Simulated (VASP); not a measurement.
Output of a VASP run:

**OSZICAR**
```
       N       E                     dE             d eps       ncg     rms          rms(c)
DAV:   1    -0.309355200665E+03   -0.30936E+03   -0.14575E+01   632   0.707E+00    0.121E+01
DAV:   2    -0.309503814665E+03   -0.14861E+00   -0.69652E-01   756   0.134E+00    0.832E+00
DAV:   3    -0.309472320869E+03    0.31494E-01   -0.29547E-02   730   0.297E-01    0.487E+00
DAV:   4    -0.309465765980E+03    0.65549E-02   -0.14911E-02   736   0.200E-01    0.270E+00
DAV:   5    -0.309469566715E+03   -0.38007E-02   -0.13022E-02   720   0.194E-01    0.145E+00
DAV:   6    -0.309468493822E+03    0.10729E-02   -0.64257E-03   732   0.137E-01    0.757E-01
DAV:   7    -0.309467505335E+03    0.98849E-03   -0.15204E-03   788   0.674E-02    0.399E-01
DAV:   8    -0.309467125608E+03    0.37973E-03   -0.33178E-04   724   0.321E-02    0.207E-01
DAV:   9    -0.309467003023E+03    0.12259E-03   -0.11688E-04   744   0.191E-02    0.102E-01
DAV:  10    -0.309466967482E+03    0.35540E-04   -0.29792E-05   500   0.102E-02    0.521E-02
DAV:  11    -0.309466958220E+03    0.92619E-05   -0.14901E-05   404   0.754E-03
   1 F= -.30946696E+03 E0= -.30946635E+03  d E =-.122164E-02  mag=     2.0000
```

**OUTCAR**
```
------------------------ aborting loop because EDIFF is reached ----------------------------------------
  volume of cell :     1727.79
      direct lattice vectors                 reciprocal lattice vectors
    11.999521734  0.000000000  0.000000000     0.083336655  0.000000000  0.000000000
     0.000000000 11.999521734  0.000000000     0.000000000  0.083336655  0.000000000
     0.000000000  0.000000000 11.999521734     0.000000000  0.000000000  0.083336655
  FREE ENERGIE OF THE ION-ELECTRON SYSTEM (eV)
  ---------------------------------------------------
  free  energy   TOTEN  =      -309.4669582203 eV

  energy  without entropy=     -309.4657365813  energy(sigma->0) =     -309.46634740

  exchange ACFDT corr.  =         0.00000000  see jH, gK, PRB 81, 115126

 total charge

# of ion       s       p       d       tot
------------------------------------------
    1        1.183   1.388   0.227   2.798
    2        1.186   1.411   0.233   2.830
    3        1.186   1.413   0.234   2.833
    4        1.184   1.405   0.232   2.820
    5        1.182   1.391   0.229   2.802
    6        1.185   1.413   0.234   2.832
    7        1.182   1.390   0.228   2.800
    8        1.183   1.388   0.227   2.798
    9        1.214   1.210   0.175   2.598
   10        1.214   1.208   0.174   2.597
   11        1.186   1.413   0.234   2.833
   12        1.217   1.225   0.181   2.623
   13        1.181   1.394   0.229   2.804
   14        1.183   1.388   0.227   2.798
   15        1.184   1.403   0.231   2.818
   16        1.186   1.413   0.234   2.832
   17        1.185   1.413   0.234   2.832
   18        1.185   1.413   0.234   2.832
   19        1.181   1.393   0.228   2.802
   20        1.186   1.412   0.233   2.830
   21        1.214   1.208   0.174   2.596
   22        1.186   1.413   0.233   2.832
   23        1.184   1.405   0.232   2.821
   24        1.186   1.413   0.234   2.833
   25        1.186   1.413   0.234   2.833
   26        1.183   1.389   0.227   2.799
   27        1.186   1.413   0.234   2.833
   28        1.182   1.392   0.229   2.803
   29        1.181   1.395   0.229   2.805
   30        1.183   1.388   0.227   2.798
   31        1.183   1.388   0.227   2.798
   32        1.184   1.405   0.232   2.820
   33        1.035   1.461   0.000   2.496
   34        1.035   1.461   0.000   2.496
   35        1.033   1.466   0.000   2.499
   36        1.031   1.474   0.000   2.505
   37        1.033   1.465   0.000   2.498
   38        1.033   1.465   0.000   2.498
   39        1.031   1.474   0.000   2.504
   40        1.035   1.461   0.000   2.496
   41        1.035   1.461   0.000   2.496
   42        1.033   1.466   0.000   2.499
   43        1.033   1.466   0.000   2.499
   44        1.031   1.474   0.000   2.504
   45        1.030   1.474   0.000   2.504
   46        1.030   1.474   0.000   2.505
   47        1.035   1.473   0.000   2.508
   48        1.033   1.465   0.000   2.498
   49        1.035   1.474   0.000   2.508
   50        1.031   1.474   0.000   2.505
   51        1.035   1.461   0.000   2.496
   52        1.035   1.461   0.000   2.496
...
```
(Selected blocks of OUTCAR.)

**POSCAR**
```
In32P31
1
   11.9995217336     0.0000000000     0.0000000000
    0.0000000000    11.9995217336     0.0000000000
    0.0000000000     0.0000000000    11.9995217336
In P
32 31
Direct
  0.4993208873   0.0005666667   0.0005798028
  0.7498935163   0.2500247292   0.9992911130
  0.7494447674   0.9992423617   0.2499729206
  0.0003717687   0.9995904877   0.9997438398
  0.2506430992   0.2492047869   0.0005896137
  0.5000354465   0.4999529351   0.9992622443
  0.7508149766   0.7493536706   0.0006367523
  0.2505859640   0.0005991840   0.2493186765
  0.5004830160   0.2512375599   0.2503153173
  0.7486792563   0.4991718199   0.2505824353
  0.5000274863   0.9993059649   0.4994542846
  0.7537059439   0.2464561502   0.5035478265
  0.7507257819   0.0000659167   0.7498483487
  0.9993456174   0.5006745125   0.0005934658
  0.2497137135   0.7503045785   0.9997467026
  0.0008739338   0.2504776062   0.2499405958
  0.2493691943   0.5000366565   0.2502419744
  0.5000173889   0.7505824685   0.2502632258
  0.0000078759   0.9999263015   0.5009297682
  0.2493122476   0.2500136255   0.4998280220
  0.5010388322   0.4987279414   0.4985847845
  0.7498377625   0.7505674328   0.4997750664
  0.2497747862   0.9995819072   0.7503497109
  0.5000329350   0.2504454732   0.7507082542
  0.7494544896   0.5000728255   0.7506685100
  0.9993062304   0.7493837406   0.2493399965
  0.0007249306   0.5000780223   0.4994281601
  0.2507621088   0.7492451054   0.5008348417
  0.9999614143   0.2491808771   0.7499082820
  0.2505926227   0.5006896923   0.7492314208
  0.4993331089   0.7493525066   0.7491761328
  0.0003852817   0.7502138867   0.7503321973
  0.6254825724   0.1266635771   0.1264207741
  0.8733418685   0.3743738071   0.1264427686
  0.8744148982   0.1256333980   0.3737357039
  0.1248325906   0.1251902638   0.1250890077
  0.3761673706   0.3759357435   0.1261898607
  0.6242042738   0.6237285092   0.1262660019
  0.8748015927   0.8752610821   0.1252335982
  0.3765038866   0.1266802313   0.3753805592
  0.8732679088   0.6234502354   0.3753693470
  0.6238498629   0.1257838115   0.6241651124
  0.8743693967   0.3762271625   0.6243019571
  0.8749679670   0.1250004558   0.8750581098
  0.1249775165   0.6249037758   0.1250929196
  0.3751215550   0.8749717159   0.1251615909
  0.1251096678   0.3750292682   0.3750073070
  0.3764245864   0.6235584529   0.3744584936
  0.6249930908   0.8748981765   0.3749828753
  0.1252674402   0.1250618654   0.6249600926
  0.3765143230   0.3743734031   0.6233119640
  0.6254107553   0.6234053471   0.6231898559
  0.8747818603   0.8746050490   0.6248434152
  0.3752079854   0.1251661898   0.8747392372
  0.6250109555   0.3750106490   0.8750572772
  0.8747813040   0.6247778486   0.8747155120
  0.1252973410   0.8746428028   0.3749681097
  0.1247616163   0.6247892595   0.6246987295
  0.3752097030   0.8752956911   0.6246961893
  0.1251859871   0.3750682652   0.8751454799
  0.3750368880   0.6249572299   0.8748930964
  0.6249450210   0.8748149087   0.8751075217
  0.1250368296   0.8749574302   0.8750252455
```

### Question
Reconstruct the remaining input files.

### Answer
Several could match; the one computed here: the input of the run itself, HSE06 screened hybrid, plane waves, VASP's PBE PAW potentials (set 64).

### KPOINTS
```
Automatic mesh
0
gamma
1 1 1
```

INCAR:
```
SYSTEM = In32P31
PREC = Normal; ENCUT = 400; LREAL = Auto
LASPH = .True.; ISYM = 0; NELECT = 250.0
EDIFF = 1E-5; NELM = 50; NELMIN = 4
ALGO = Normal; LMAXMIX = 4
ISMEAR = 0; SIGMA = 0.05
GGA = PE; LHFCALC = .True.; AEXX = 0.25
HFSCREEN = 0.2; PRECFOCK = Fast
ISPIN = 2; MAGMOM = 63*0.0317; NUPDOWN = 2
ISIF = 0
LWAVE = .False.; LCHARG = .False.; LORBIT = 10
```

POTCAR, in this order: In P (PBE.64 set). Program: vasp_gam. Read from the step before: WAVECAR.

The cell is charged, with a uniform compensating background. The supercell is sampled at Γ alone, which is coarse: total energies, pressure and levels can be off, energies of defects by several tenths of an eV.

The cell is a supercell with a defect, built from InP (zinc blende): vac_P, charge +1. The cell's shape comes from a PBE relaxation.
